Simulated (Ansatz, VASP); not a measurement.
# Pt: VASP beside Ansatz, part 2 of 2

Aim: how closely do two programs agree when they are given the same cell, functional and k mesh? The cell is taken from a series of runs on this material, whose earlier steps may have relaxed, scaled, displaced or heated it; both programs get it as it stands.

VASP 6.6.1 and Ansatz 0.2.0.

So far: Set-up; Ansatz: elastic constants, r2SCAN.

### 3. VASP: elastic constants, r2SCAN

Level of this step: r2SCAN; plane waves and PAW (Pt) (VASP).

The same cell, functional, mesh and smearing now go to VASP, with its own data sets.

Lines of VASP's logs that name or quote its potential files are left out, and so is its time.

File INCAR:

```
SYSTEM = Pt
PREC = Accurate
ENCUT = 550
EDIFF = 1E-08
NELM = 120
ISMEAR = -1
SIGMA = 0.15
LREAL = .FALSE.
ALGO = Normal
METAGGA = R2SCAN
LASPH = .TRUE.
NBANDS = 11
LORBIT = 11
LWAVE = .FALSE.
LCHARG = .FALSE.
ISIF = 3
IBRION = 6
NFREE = 2
POTIM = 0.015
NSW = 1
GGA_COMPAT = .FALSE.
LMIXTAU = .TRUE.
KPAR = 2
```

File POSCAR:

```
Pt
1.0
    0.0000000000      1.9717904062      1.9717904062
    1.9717904062      0.0000000000      1.9717904062
    1.9717904062      1.9717904062      0.0000000000
Pt
1
Direct
    0.0000000000      0.0000000000      0.0000000000
```

File KPOINTS:

```
Automatic mesh
0
Gamma
22 22 22
0 0 0
```

Potentials, in the order of the species: Pt (PBE family, release 64).

On the command line:

```bash
$ mpirun -np 2 vasp_std
```

Numbers of over 12 decimals in the logs are rounded to 6 here.

Log:

```text
[banner, memory and clock lines left out]
running    2 mpi-ranks, on    1 nodes
 distrk:  each k-point on    1 cores,    2 groups
 distr:  one band on    1 cores,    1 groups

 POSCAR found type information on POSCAR Pt
 POSCAR found :  1 types and       1 ions
|                                                                             |
|               ----> ADVICE to this user running VASP <----                  |
|                                                                             |
|     You enforced a specific xc type in the INCAR file but a different       |
|     [... a line on the potential file left out ...]
|     I HOPE YOU KNOW WHAT YOU ARE DOING!                                     |
|                                                                             |

 LDA part: xc-table for (None), standard interpolation
 POSCAR, INCAR and KPOINTS ok, starting setup
 FFT: planning ... GRIDC
 FFT: planning ... GRID_SOFT
 FFT: planning ... GRID
 WAVECAR not read
 entering main loop
       N       E                     dE             d eps       ncg     rms          rms(c)
DAV:   1    -0.552414225002E+01   -0.55241E+01   -0.56931E+03  7312   0.914E+02
DAV:   2    -0.541945264050E+02   -0.48670E+02   -0.46603E+02  8257   0.186E+02
DAV:   3    -0.548455658471E+02   -0.65104E+00   -0.64654E+00  8424   0.205E+01
DAV:   4    -0.548483788697E+02   -0.28130E-02   -0.28128E-02  8354   0.158E+00
DAV:   5    -0.548484045733E+02   -0.25704E-04   -0.25703E-04  8542   0.139E-01    0.128E+01
DAV:   6    -0.511238233418E+02    0.37246E+01   -0.32554E+00  7765   0.135E+01    0.619E+00
DAV:   7    -0.514399406251E+02   -0.31612E+00   -0.55189E-01  7360   0.361E+00    0.443E+00
DAV:   8    -0.515292087536E+02   -0.89268E-01   -0.26953E-01  7393   0.294E+00    0.898E-01
DAV:   9    -0.515574689204E+02   -0.28260E-01   -0.32000E-02  7570   0.112E+00    0.188E-01
DAV:  10    -0.515601173186E+02   -0.26484E-02   -0.43947E-03  7903   0.415E-01    0.754E-02
DAV:  11    -0.515599632669E+02    0.15405E-03   -0.21501E-04  7855   0.122E-01    0.915E-02
DAV:  12    -0.515605866152E+02   -0.62335E-03   -0.36053E-04  7510   0.101E-01    0.496E-03
DAV:  13    -0.515605895750E+02   -0.29598E-05   -0.19358E-05  7822   0.301E-02    0.870E-03
DAV:  14    -0.515605899075E+02   -0.33258E-06   -0.11088E-06  8158   0.808E-03    0.409E-03
DAV:  15    -0.515605937568E+02   -0.38493E-05   -0.27294E-06  7456   0.102E-02    0.279E-04
DAV:  16    -0.515605939377E+02   -0.18092E-06   -0.13089E-07  8032   0.298E-03    0.192E-04
DAV:  17    -0.515605939345E+02    0.32709E-08   -0.42946E-09  6093   0.556E-04
   1 F= -.51560594E+02 E0= -.51507716E+02  d E =-.105755E+00
[... from here on, the cycles between the ionic steps are left out ...]
   2 F= -.51558064E+02 E0= -.51504321E+02  d E =-.107488E+00
   9 F= -.51559707E+02 E0= -.51506936E+02  d E =-.105541E+00
  10 F= -.51559707E+02 E0= -.51506936E+02  d E =-.105541E+00
  11 F= -.51559707E+02 E0= -.51506936E+02  d E =-.105541E+00
  12 F= -.51559707E+02 E0= -.51506936E+02  d E =-.105541E+00
  13 F= -.51559707E+02 E0= -.51506936E+02  d E =-.105541E+00
  14 F= -.51560594E+02 E0= -.51507716E+02  d E =-.105755E+00
 Finite differences progress:
  Degree of freedom:   7/  7
  Displacement:        1/  2
  Total:              13/ 14
 bond charge predicted
       N       E                     dE             d eps       ncg     rms          rms(c)
DAV:   1    -0.515478033984E+02    0.12790E-01   -0.45353E+00  7216   0.132E+01    0.123E-01
DAV:   2    -0.515600530600E+02   -0.12250E-01   -0.46925E-02  8200   0.195E+00    0.767E-02
DAV:   3    -0.515533497376E+02    0.67033E-02   -0.71900E-03  7798   0.670E-01    0.154E-02
DAV:   4    -0.515605401122E+02   -0.71904E-02   -0.32827E-03  7549   0.486E-01    0.512E-03
DAV:   5    -0.515605651545E+02   -0.25042E-04   -0.83653E-05  8002   0.770E-02    0.274E-03
DAV:   6    -0.515605902974E+02   -0.25143E-04   -0.17997E-05  8044   0.421E-02    0.785E-04
DAV:   7    -0.515605924278E+02   -0.21304E-05   -0.83106E-06  7786   0.222E-02    0.523E-04
DAV:   8    -0.515605936122E+02   -0.11844E-05   -0.15510E-06  7693   0.956E-03    0.823E-05
DAV:   9    -0.515605938082E+02   -0.19592E-06   -0.30587E-07  7786   0.388E-03    0.233E-05
DAV:  10    -0.515605938265E+02   -0.18373E-07   -0.44733E-09  5980   0.521E-04    0.125E-05
DAV:  11    -0.515605938315E+02   -0.49217E-08   -0.48307E-09  4014   0.482E-04
  15 F= -.51560594E+02 E0= -.51507716E+02  d E =-.105755E+00
 Finite differences progress:
  Degree of freedom:   7/  7
  Displacement:        2/  2
  Total:              14/ 14
```

Parts of OUTCAR (step 3):

```text
ion  position               nearest neighbor table
   1  0.000  0.000  0.000-

  LATTYP: Found a face centered cubic cell.
 ALAT       =     3.9435808124

 Subroutine GETGRP returns: Found 48 space group operations
 (whereof 48 operations were pure point group operations)

The static configuration has the point symmetry O_h .

 Found    328 irreducible k-points:

   k-points           NKPTS =    328   k-points in BZ     NKDIM =    328   number of bands    NBANDS=     11

   dimension x,y,z NGX =    24 NGY =   24 NGZ =   24
   dimension x,y,z NGXF=    48 NGYF=   48 NGZF=   48

   ENCUT  =  550.0 eV  40.42 Ry    6.36 a.u.   5.33  5.33  5.33*2*pi/ulx,y,z

   NELECT =      10.0000    total number of electrons

 k-points in reciprocal lattice and weights: Automatic mesh
   0.00000000  0.00000000  0.00000000       0.000
   0.04545455  0.00000000  0.00000000       0.001
   0.09090909  0.00000000  0.00000000       0.001
   0.13636364  0.00000000  0.00000000       0.001
   0.18181818  0.00000000  0.00000000       0.001
   0.22727273  0.00000000  0.00000000       0.001
   0.27272727  0.00000000  0.00000000       0.001
   0.31818182  0.00000000  0.00000000       0.001
   0.36363636  0.00000000  0.00000000       0.001
[...]
-0.27272727  0.45454545  0.22727273       0.002
  -0.27272727  0.50000000  0.22727273       0.001

 average (electrostatic) potential at core
       1 -68.6458

 E-fermi :  10.7220

 k-point     1 :       0.0000    0.0000    0.0000
  band No.  band energies     occupation
    ...
      2       6.8898      2.00000
      3       6.8898      2.00000
      4       6.8898      2.00000
      5       8.9968      1.99998
      6       8.9968      1.99998
      7      26.2283      0.00000
      8      31.3002      0.00000
      9      31.3002      0.00000
     10      31.3002      0.00000
     11      37.1087      0.00000

 k-point     2 :       0.0455    0.0000    0.0000
  band No.  band energies     occupation
    ...
      2       6.8518      2.00000
      3       6.9241      2.00000
      4       6.9241      2.00000
      5       8.9779      1.99998
      6       8.9779      1.99998
      7      26.3594      0.00000
      8      30.8348      0.00000
      9      31.4283      0.00000
     10      31.4283      0.00000
     11      37.6159      0.00000

 k-point     3 :       0.0909    0.0000    0.0000
  band No.  band energies     occupation
    ...
      2       6.7487      2.00000
      3       7.0182      2.00000
      4       7.0182      2.00000
      5       8.9320      1.99999
      6       8.9320      1.99999
      7      26.7278      0.00000
      8      29.7593      0.00000
      9      31.8043      0.00000
     10      31.8043      0.00000
     11      38.4875      0.00000

  Total        0.0678499      0.0678499      0.0678499      0.0000000     -0.0000000      0.0000000
  in kB        7.0900228      7.0900228      7.0900228      0.0000000     -0.0000000      0.0000000
  external PRESSURE =       7.0900228 kB  Pullay stress =       0.0000000 kB

  energy-cutoff  :      550.00
  volume of cell :       15.33
      direct lattice vectors                 reciprocal lattice vectors
     0.000000000  1.971790406  1.971790406    -0.253576647  0.253576647  0.253576647
     1.971790406  0.000000000  1.971790406     0.253576647 -0.253576647  0.253576647
     1.971790406  1.971790406  0.000000000     0.253576647  0.253576647 -0.253576647

 POSITION                                       TOTAL-FORCE (eV/Angst)
 -----------------------------------------------------------------------------------
     -0.01500      0.00000      0.00000         0.000000      0.000000      0.000000
 -----------------------------------------------------------------------------------
    total drift:                                0.000003      0.000000      0.000000

  FREE ENERGIE OF THE ION-ELECTRON SYSTEM (eV)
  ---------------------------------------------------
  free  energy   TOTEN  =       -51.5605938315 eV

  energy  without entropy=      -51.4548388012  energy(sigma->0) =      -51.50771632

  SYMMETRIZED ELASTIC MODULI (kBar)
 Direction    XX          YY          ZZ          XY          YZ          ZX
 --------------------------------------------------------------------------------
 XX        3365.4904   2411.3916   2411.3916     -0.0000     -0.0000     -0.0000
 YY        2411.3916   3365.4904   2411.3916     -0.0000     -0.0000      0.0000
 ZZ        2411.3916   2411.3916   3365.4904     -0.0000     -0.0000      0.0000
 XY          -0.0000     -0.0000     -0.0000    829.4786      0.0000     -0.0000
 YZ          -0.0000     -0.0000     -0.0000      0.0000    829.4786      0.0000
 ZX          -0.0000      0.0000      0.0000     -0.0000      0.0000    829.4786
 --------------------------------------------------------------------------------

 Eigenvectors and eigenvalues of the dynamical matrix
 ----------------------------------------------------

   1 f  =    0.000000 THz     0.000000 2PiTHz    0.000000 cm-1     0.000000 meV
             X         Y         Z           dx          dy          dz
      0.000000  0.000000  0.000000     0.894427    0.447214    0.000000

   2 f  =    0.000000 THz     0.000000 2PiTHz    0.000000 cm-1     0.000000 meV
             X         Y         Z           dx          dy          dz
      0.000000  0.000000  0.000000     0.447214   -0.894427    0.000000

   3 f  =    0.000000 THz     0.000000 2PiTHz    0.000000 cm-1     0.000000 meV
             X         Y         Z           dx          dy          dz
      0.000000  0.000000  0.000000     0.000000    0.000000    1.000000

 ELASTIC MODULI CONTR FROM IONIC RELAXATION (kBar)
 Direction    XX          YY          ZZ          XY          YZ          ZX
 --------------------------------------------------------------------------------
 XX           0.0000      0.0000      0.0000      0.0000      0.0000      0.0000
 YY           0.0000      0.0000      0.0000      0.0000      0.0000      0.0000
 ZZ           0.0000      0.0000      0.0000      0.0000      0.0000      0.0000
 XY           0.0000      0.0000      0.0000      0.0000      0.0000      0.0000
 YZ           0.0000      0.0000      0.0000      0.0000      0.0000      0.0000
 ZX           0.0000      0.0000      0.0000      0.0000      0.0000      0.0000
 --------------------------------------------------------------------------------

 TOTAL ELASTIC MODULI (kBar)
 Direction    XX          YY          ZZ          XY          YZ          ZX
 --------------------------------------------------------------------------------
 XX        3365.4904   2411.3916   2411.3916     -0.0000     -0.0000     -0.0000
 YY        2411.3916   3365.4904   2411.3916     -0.0000     -0.0000      0.0000
 ZZ        2411.3916   2411.3916   3365.4904     -0.0000     -0.0000      0.0000
 XY          -0.0000     -0.0000     -0.0000    829.4786      0.0000     -0.0000
 YZ          -0.0000     -0.0000     -0.0000      0.0000    829.4786      0.0000
 ZX          -0.0000      0.0000      0.0000     -0.0000      0.0000    829.4786
 --------------------------------------------------------------------------------

 total charge
# of ion       s       p       d       tot
------------------------------------------
    1        0.630   0.581   8.045   9.255

[... 3 further parts left out ...]
```

Levels, forces or a CONTCAR printed for this step are those of its last displaced cell, not of the structure at rest.

### 4. Comparison

Known differences besides the potentials themselves: VASP keeps PBE cores, Ansatz makes them for the functional; the data sets hold 18 valence electrons in Ansatz (on its default PAW (the set named soft_2) files) and 10 in VASP; the cutoff is 500 eV in Ansatz and 550 eV in VASP; VASP takes each elastic constant from one size of strain, Ansatz from those that its log lists. Total energies have different zeros and are not compared.

The two programs side by side:

| quantity | Ansatz | VASP | difference |
| --- | --- | --- | --- |
| C11 (GPa) | 330.6 | 336.6 | -1.77 % |
| C22 (GPa) | 330.6 | 336.6 | -1.77 % |
| C33 (GPa) | 330.6 | 336.6 | -1.77 % |
| C12 (GPa) | 236.6 | 241.1 | -1.89 % |
| C13 (GPa) | 236.6 | 241.1 | -1.89 % |
| C23 (GPa) | 236.6 | 241.1 | -1.89 % |
| C44 (GPa) | 80.2 | 83.0 | -3.26 % |
| C55 (GPa) | 80.2 | 83.0 | -3.26 % |
| C66 (GPa) | 80.2 | 83.0 | -3.26 % |

### 5. Summary of results

| Property | Result |
| --- | --- |
| difference in C44 (elastic constants, r2SCAN) | -3.3 % |

What this shows: The difference in C44 is -3.3 % (elastic constants, r2SCAN), within the 5 % picked in this series as the mark of a large difference. The data sets hold unlike numbers of valence electrons (18 in Ansatz and 10 in VASP), so part of the differences comes from the potentials. How closely two codes agree says nothing of how well the functional describes the real material.

[Lines on the potential files, build, host, timing and source positions are cut from VASP's logs without a mark.]

[Logs are printed without paths, hosts, clocks, repeated set-up lines and the standing remarks that a program may print on its own settings, such as how far it seeks lower states.]

[Hosts, paths, dates, database ids (printed as entryN), source tags and the programs' standing remarks are cut or masked in the printed files.]
